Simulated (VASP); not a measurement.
Given:

```yaml
crystal:
  lattice:
    - [-1.60138, 1.60138, 3.90792]
    - [1.60138, -1.60138, 3.90792]
    - [1.60138, 1.60138, -3.90792]
  atoms:
    - { symbol: Si, position: [0.66471, 0.66471, 0.00000] }
    - { symbol: Si, position: [0.33529, 0.33529, 0.00000] }
    - { symbol: Mo, position: [0.00000, 0.00000, 0.00000] }
```

These are r2SCAN meta-GGA, VASP's PBE PAW potentials (set 64) (plane waves; VASP 6.6.1) values and carry that method's errors. Settings: 400 eV cut-off, 15×15×15 Γ-centred mesh, tetrahedra with Blöchl corrections, potentials Si Mo_sv.

The cores are frozen, which limits the accuracy of field gradients.

Question: Give the principal components of the electric field gradient (V/Å²) and the asymmetry η at each nucleus.

Answer: 
```json
[
 {"atom": "Si1", "Vxx": "6.3", "Vyy": "6.3", "Vzz": "-12.6", "η": "0.00"},
 {"atom": "Si2", "Vxx": "6.3", "Vyy": "6.3", "Vzz": "-12.6", "η": "0.00"},
 {"atom": "Mo3", "Vxx": "32.5", "Vyy": "32.5", "Vzz": "-65.1", "η": "0.00"}
]
```

The compound is MoSi2 in the MoSi2 type structure. It was relaxed first.
